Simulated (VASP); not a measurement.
Consider the following.

```
MoTe2
1.0
    1.73621    -3.00720     0.00000
    1.73621     3.00720     0.00000
    0.00000     0.00000    13.70969
Te Mo
4 2
Direct
  0.33333   0.66667   0.88130
  0.66667   0.33333   0.38130
  0.66667   0.33333   0.11870
  0.33333   0.66667   0.61870
  0.33333   0.66667   0.25000
  0.66667   0.33333   0.75000
```

Calculation: LDA (Ceperley-Alder, Perdew-Zunger), VASP's LDA PAW potentials (set 64) (plane waves; VASP). Settings: 400 eV cut-off, 8×8×2 Γ-centred mesh, tetrahedra with Blöchl corrections, potentials Te Mo_sv.

The job: MoTe2 (2H layered), 6 atoms, LDA, static run, 400 eV, 8×8×2 Γ-centred mesh. Roughly how much core time does it take on a busy server core?

About 50 core-seconds (one run on a shared machine, a rough figure). It had 20 irreducible k-points, 31 bands, up to 2621 plane waves and 18 electronic steps.

The compound is MoTe2 in the 2H layered structure. It was relaxed first.
